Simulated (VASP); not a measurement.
Computed with LDA (Ceperley-Alder, Perdew-Zunger), VASP's LDA PAW potentials (set 64) (plane waves; VASP 6.6.1).

VASP ran on this input.

File KPOINTS:
```
Automatic mesh
0
Gamma
4 4 4
0 0 0
```

### POSCAR
```
Sn2Pt
1
    0.0000000000     3.2430950000     3.2430950000
    3.2430950000     0.0000000000     3.2430950000
    3.2430950000     3.2430950000     0.0000000000
Sn Pt
2 1
Direct
  0.7500000000   0.7500000000   0.7500000000
  0.2500000000   0.2500000000   0.2500000000
  0.0000000000   0.0000000000   0.0000000000
```

INCAR:
```
SYSTEM = Sn2Pt
PREC = Accurate
ENCUT = 300
EDIFF = 1E-6
NELM = 100
ALGO = Normal
LREAL = .FALSE.
LASPH = .TRUE.
ISMEAR = 0
SIGMA = 0.272
LMAXMIX = 6
LWAVE = .FALSE.
LCHARG = .FALSE.
ISIF = 2
```

POTCAR, in this order: Sn_d Pt (LDA.64 set). Program: vasp_std.

At this cut-off the stress carries a Pulay error, which pulls relaxed volumes low. Gaps are read on the run's mesh, which can miss a band edge. Unless said otherwise, spin-orbit coupling is left out, though it shifts the bands of the heavy elements here.

What does the run give for the energy per atom (σ→0), pressure, band gap (on the k-mesh)?

The energy per atom (σ→0) is -5.948 eV/atom and the band gap (on the k-mesh) is none (metal, semimetal or under 0.01 eV). The pressure comes out as -44.6 kbar.

**OSZICAR**
```
...
DAV:   7    -0.178920690068E+02    0.99164E-01   -0.20240E-01   439   0.411E+00    0.211E+00
DAV:   8    -0.178559007151E+02    0.36168E-01   -0.73650E-02   439   0.203E+00    0.260E-01
DAV:   9    -0.178553439132E+02    0.55680E-03   -0.48774E-03   457   0.793E-01    0.183E-01
DAV:  10    -0.178553321581E+02    0.11755E-04   -0.77161E-04   453   0.318E-01    0.322E-02
DAV:  11    -0.178553305586E+02    0.15995E-05   -0.68425E-05   456   0.616E-02    0.908E-03
DAV:  12    -0.178553296233E+02    0.93535E-06   -0.12129E-05   494   0.477E-02    0.521E-03
DAV:  13    -0.178553298068E+02   -0.18355E-06   -0.78439E-07   290   0.582E-03
   1 F= -.17855330E+02 E0= -.17842824E+02  d E =-.250114E-01
```

The structure comes from a computed database's Sn2Pt entry; how it stands against other phases isn't given here. The cell was not relaxed at this level. The k-mesh is coarse (spacing up to 0.42 per Å, 2π included), so the numbers may not be converged in it. The run is one of a series of settings (KPOINTS 4×4×4 Γ-centred mesh against the base run), some of them coarse on purpose.
